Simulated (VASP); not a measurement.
MoS2:

```
CELL_PARAMETERS angstrom
3.16100 0.00000 0.00000
-1.58050 2.73751 0.00000
0.00000 0.00000 13.77040
ATOMIC_POSITIONS crystal
Mo 0.33333 0.66667 0.25000
Mo 0.66667 0.33333 0.75000
S 0.66667 0.33333 0.36365
S 0.66667 0.33333 0.13635
S 0.33333 0.66667 0.86365
S 0.33333 0.66667 0.63635
```

The cell was built by a generator and needn't be a form met in nature.

Base run:

| Item | Value |
| --- | --- |
| Program | VASP 6.6.1 |
| Functional | vdW-DF2 |
| Potentials or basis | VASP PAW PBE potentials, release 64 (Mo_sv, S) |
| Cutoff | 520 eV |
| k mesh | 8 × 8 × 2 |
| Occupations | fermi-dirac, width 0.05 eV |
| Spin | no spin polarisation |

Its results: band gap on the k mesh 1.45 eV, indirect (least direct gap 2.00 eV); pressure 10.8 GPa; largest force 1.109 eV/Å.

Task: After a change of settings the same cell gave: band gap on the k mesh 1.49 eV, indirect (least direct gap 2.02 eV); pressure 0.2 GPa; largest force 0.186 eV/Å. Which change was it?
A. functional from vdW-DF2 to PBEsol
B. functional from vdW-DF2 to LDA; potentials or basis from VASP PAW PBE potentials, release 64 (Mo_sv, S) to VASP PAW LDA potentials, release 64 (Mo_sv, S)
C. functional from vdW-DF2 to optB86b-vdW
D. functional from vdW-DF2 to SCAN

Result: C.

Caveats: the PAW data sets were made with another functional, which shifts forces and pressure a little.

Not every run made on this cell is shown here.
